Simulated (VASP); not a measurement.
Wanted: the native input for a VASP 6.6.1 run.

```yaml
Task: single point
Functional: PBE
Potentials_or_basis: VASP PAW PBE potentials, release 64 (O, B, Cl, H)
Cutoff: 520 eV
k_mesh: 1 × 1 × 1
Occupations: gaussian, width 0.01 eV
Spin: no spin polarisation
Further_INCAR_settings: ALGO = Normal; EDIFF = 1e-07; NBANDS = 17
```

The structure of OBClH2 lies in POSCAR:

```
BH2ClO
1.0
   12.0000000000      0.0000000000      0.0000000000
    0.0000000000     12.0000000000      0.0000000000
    0.0000000000      0.0000000000     11.0000000000
O B Cl H
1 1 1 2
Direct
    0.4397416700      0.4218291700      0.4928772700
    0.5432666700      0.4619458300      0.5056772700
    0.5774000000      0.5980458300      0.4572045500
    0.3885416700      0.4734791700      0.4558954500
    0.6136250000      0.4054541700      0.5502863600
```

These files were run (other wordings do the same):

INCAR

```
PREC = Accurate
ENCUT = 520
EDIFF = 1E-7
ISMEAR = 0
SIGMA = 0.01
LREAL = F
LASPH = T
NELM = 80
ALGO = Normal
ISIF = 2
LWAVE = F
LCHARG = F
GGA = PE
NBANDS = 17
```

KPOINTS

```
Automatic mesh
0
Gamma
  1 1 1
```

Potentials or basis: VASP PAW PBE potentials, release 64 (O, B, Cl, H).

The run is started by

```sh
$ cat potpaw_PBE.64/O/POTCAR potpaw_PBE.64/B/POTCAR potpaw_PBE.64/Cl/POTCAR potpaw_PBE.64/H/POTCAR > POTCAR
$ mpirun -np 1 vasp_gam > vasp.out
```

It gave:

```
Largest force                   : 0.593 eV/Å
Gap between the frontier levels : 6.25 eV
```

Run time: 68 s on 1 thread of Intel(R) Xeon(R) 6975P-C (Granite Rapids) (shared host), peak memory 1.2 GiB.
